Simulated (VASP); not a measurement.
Here is the system:

```xyz
2
Lattice="0.0000 3.0336 3.0336 3.0336 0.0000 3.0336 3.0336 3.0336 0.0000" Properties=species:S:1:pos:R:3 pbc="T T T"
Sn     0.0000     0.0000     0.0000
Te     3.0336     3.0336     3.0336
```

Level of theory: LDA (Ceperley-Alder, Perdew-Zunger), VASP's LDA PAW potentials (set 64) (plane waves; VASP 6.6.1). Settings: 500 eV cut-off, 8×8×8 Γ-centred mesh, Gaussian smearing of 0.050 eV, potentials Sn_d Te.

Energy and stress use the plane-wave basis of the starting cell.

Q: The ions, cell shape and volume at an external pressure of 10.0 GPa are relaxed. Give the cell that the relaxation ends in.

A: 
```xyz
2
Lattice="0.0000 2.9732 2.9732 2.9732 0.0000 2.9732 2.9732 2.9732 0.0000" Properties=species:S:1:pos:R:3 pbc="T T T"
Sn     0.0000     0.0000     0.0000
Te     2.9732     2.9732     2.9732
```
Space group Fm-3m (225), at a tolerance of 0.03 Å.

Q: How do energy and volume change from the first to the last step?

A: The energy (σ→0) changes by +76.5 meV/atom and the volume by -5.9 %, in 3 ionic steps.

```csv
step,E(σ→0) (eV),max force (eV/Å),pressure (GPa),volume (Å³)
1,-8.7574,0.000,5.09,55.83
2,-8.3303,0.000,16.67,49.20
3,-8.6044,0.000,10.01,52.57
```

The compound is SnTe in the rock salt structure, which distorts at low temperature. This run relaxes it under an external pressure of 10 GPa. Symmetry was kept, so distortions that lower it aren't found.
